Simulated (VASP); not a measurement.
These are r2SCAN meta-GGA, VASP's PBE PAW potentials (set 64) (plane waves; VASP) values and carry that method's errors. Each cell was relaxed at this level, without spin-orbit coupling.

Question: Which of these comes out without a gap?
A) WSi2, I4/mmm (139)
B) BN, F-43m (216)
C) NaF, Fm-3m (225)
D) ZnO, P6_3mc (186)

Answer: A, WSi2, I4/mmm (139). The others have gaps of 1.23 eV (ZnO, P6_3mc (186)), 7.41 eV (NaF, Fm-3m (225)), 4.98 eV (BN, F-43m (216)).
